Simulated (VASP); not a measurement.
A run of VASP 6.6.1 is set up as follows.

The input INCAR:

```
ALGO = Normal ; EDIFF = 1E-6
ENCUT = 520 ; GGA = PE
ISIF = 2 ; ISMEAR = 0
LASPH = T ; LCHARG = T
LELF = T ; LREAL = F
LVHAR = T ; LWAVE = F
NBANDS = 17 ; NELM = 100
PREC = Accurate ; SIGMA = 0.02
```

KPOINTS

```
k-points
0
Gamma
  4 4 4
```

The input POSCAR:

```
LiSb3
1.0
    4.7278312100      0.0000000000      0.0000000000
    0.0000000000      4.7278312100      0.0000000000
    0.0000000000      0.0000000000      4.6810210000
Li Sb
1 3
Direct
    0.0000000000      0.0000000000      0.0000000000
    0.5000000000      0.0000000000      0.5000000000
    0.0000000000      0.5000000000      0.5000000000
    0.5000000000      0.5000000000      0.0000000000
```

Potentials or basis: VASP PAW PBE potentials, release 64 (Li_sv, Sb).

The run is started by

```sh
$ cat potpaw_PBE.64/Li_sv/POTCAR potpaw_PBE.64/Sb/POTCAR > POTCAR
$ mpirun -np 1 vasp_std > vasp.out
```

(1) Estimate the band gap on the k mesh.

## Answers

(1) none (metal or under the smearing width).
